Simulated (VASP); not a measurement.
Consider the following.

```xyz
3
Lattice="2.1474 -3.7194 0.0000 2.1474 3.7194 0.0000 0.0000 0.0000 7.0392" Properties=species:S:1:pos:R:3 pbc="T T T"
Mg     0.0000     0.0000     0.0000
I      2.1474     1.2398     1.6953
I      2.1474    -1.2398     5.3439
```

All values below come from vdW-DF2, VASP's PBE PAW potentials (set 64) (plane waves; VASP). Numerical set-up: 520 eV cut-off, Gaussian smearing of 0.050 eV, potentials Mg I.

Unless said otherwise, spin-orbit coupling is left out, though it shifts the bands of the heavy elements here.

Problem. Give the energies of bands 3 to 11 at the high-symmetry points, in eV from the valence-band maximum.

Solution. 
```
band      Γ      M      K      A      L      H
----  -----  -----  -----  -----  -----  -----
3     -3.13  -3.23  -3.03  -2.42  -3.31  -2.88
4     -0.47  -2.44  -2.06  -1.27  -2.79  -2.41
5     -0.47  -1.61  -2.06  -0.38  -1.12  -2.41
6     -0.15  -1.27  -1.64  -0.38  -0.97  -1.93
7     -0.15  -0.78  -1.06  -0.24  -0.70  -0.48
8      0.00  -0.44  -1.06  -0.24  -0.65  -0.48
9      3.16   3.40   3.64   4.10   3.27   4.35
10     4.78   5.30   7.20   4.79   5.20   5.81
11     6.55   5.65   7.31   6.38   6.03   5.81
```

The gap is direct, 3.16 eV, from the valence maximum at Γ to the conduction minimum at Γ.

The compound is MgI2 in the 1T layered structure. It was relaxed first, which changed the volume by +10 %.
